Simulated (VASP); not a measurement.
These are PBEsol GGA, VASP's PBE PAW potentials (set 64) (plane waves; VASP) values and carry that method's errors.

VASP ran on this input.

File KPOINTS:
```
Automatic mesh
0
Gamma
8 8 8
0 0 0
```

### POSCAR
```
KMgF3
3.91020
  1.0000000000   0.0000000000   0.0000000000
  0.0000000000   1.0000000000   0.0000000000
  0.0000000000   0.0000000000   1.0000000000
K Mg F
1 1 3
Cart
  0.0000000000   0.0000000000   0.0000000000
  0.5000000000   0.5000000000   0.5000000000
  0.5000000000   0.0000000000   0.5000000000
  0.0000000000   0.5000000000   0.5000000000
  0.5000000000   0.5000000000   0.0000000000
```

**INCAR**
```
ALGO  =  Normal
EDIFF  =  1E-6
ENCUT  =  400
GGA  =  PS
ISIF  =  2
ISMEAR  =  -1
LASPH  =  T
LCHARG  =  F
LREAL  =  F
LWAVE  =  F
NELM  =  100
PREC  =  Accurate
SIGMA  =  0.05
SYSTEM  =  KMgF3
```

POTCAR, in this order: K_sv Mg F (PBE.64 set). Program: vasp_std.

Problem. What will the output report for the number of irreducible k-points (NKPTS), largest plane-wave count, number of space-group operations, FFT grid (NGX, NGY, NGZ)?

Solution. 
```
Quantity                                       Value
--------------------------------------  ------------
number of irreducible k-points (NKPTS)            35
largest plane-wave count                        1108
number of space-group operations                  48
FFT grid (NGX, NGY, NGZ)                28 × 28 × 28
```

The structure is a typed KMgF3 crystal (Pm-3m). The cell was not relaxed at this level, and its volume differs by -5.9 % from the start's.
